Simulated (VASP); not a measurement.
Energy against volume of V (bcc). All values below come from vdW-DF2, VASP's PBE PAW potentials (set 64) (plane waves; VASP). Numerical set-up: 520 eV cut-off, 17×17×17 Γ-centred mesh, first-order Methfessel-Paxton smearing of 0.10 eV, potentials V_sv.

| V (Å³/atom) | E (eV/atom) |
|---|---|
| 13.208 | -5.09942 |
| 13.629 | -5.12287 |
| 14.051 | -5.13101 |
| 14.472 | -5.12592 |

Task: Fit these four points and predict the energy of the run at 14.894 Å³/atom.

Result: A cubic in V^(−2/3), the third-order Birch-Murnaghan form, passes through the four points with V0 = 14.09 Å³/atom and B0 = 165 GPa, and gives -5.1094 eV/atom there. The run gave -5.1094 eV/atom, +0.0 meV/atom from the fit; all five points give B0 = 165 GPa.

The compound is V in the bcc structure. It was relaxed first. The run is not spin-polarised, so no magnetic state was tried.
